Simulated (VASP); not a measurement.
A run of VASP 6.6.1 is set up as follows.

Contents of INCAR:

```
  ALGO = Fast
  EDIFF = 1E-7
  ENCUT = 520
  GGA = PS
  ISIF = 2
  ISMEAR = -1
  ISPIN = 2
  LASPH = True
  LCHARG = False
  LORBIT = 11
  LREAL = Auto
  LWAVE = False
  MAGMOM = 0 0 0 0 0 0 0 0 0 0 0 0 0 0 0 0 0
  NBANDS = 52
  NELM = 150
  PREC = Accurate
  SIGMA = 0.05
```

KPOINTS

```
k-points
0
Gamma
  2 2 2
```

Contents of POSCAR:

```
Si16B
1.0
    0.0000000000      5.4300000000      5.4300000000
    5.4300000000      0.0000000000      5.4300000000
    5.4300000000      5.4300000000      0.0000000000
Si B
16 1
Direct
    0.0053011050      0.0076524862     -0.0060379374
    0.1280662983      0.1277917127      0.1252703499
    0.0056951197     -0.0019313996      0.4984164825
    0.1286649171      0.1269382136      0.6197949355
    0.0079932781      0.5009334254     -0.0026639963
    0.1259011050      0.6335296501      0.1203434622
    0.0081349908      0.5002745856      0.4938917127
    0.1236238490      0.6256660221      0.6251593923
    0.5003802026      0.0056717311      0.0019065378
    0.6309452118      0.1308435543      0.1201835175
    0.5011627072      0.0038385820      0.4945982505
    0.6336347145      0.1077465009      0.6301286372
    0.4970200737      0.5041163904     -0.0007685083
    0.6345425414      0.6314392265      0.1208666667
    0.4994584715      0.4878267956      0.5046361878
    0.6345052486      0.6291210866      0.6117890424
    0.6787513812      0.7248950276      0.7959683241
```

Potentials or basis: VASP PAW PBE potentials, release 64 (Si, B).

The run is started by

```bash
$ cat potpaw_PBE.64/Si/POTCAR potpaw_PBE.64/B/POTCAR > POTCAR
$ mpirun -np 1 vasp_std > vasp.out
```

(1) Predict the net moment.

(2) What does it give for the band gap on the k mesh?

(3) Predict the pressure.

(4) What does it give for the largest force?

## Answers

(1) 0.00 μB per cell.

(2) none (metal or under the smearing width).

(3) 1.4 GPa.

(4) 0.030 eV/Å.

Caveat: the k mesh is coarse (spacing up to 0.50 Å⁻¹), so the values aren't converged; the PAW data sets were made with another functional, which shifts forces and pressure a little.
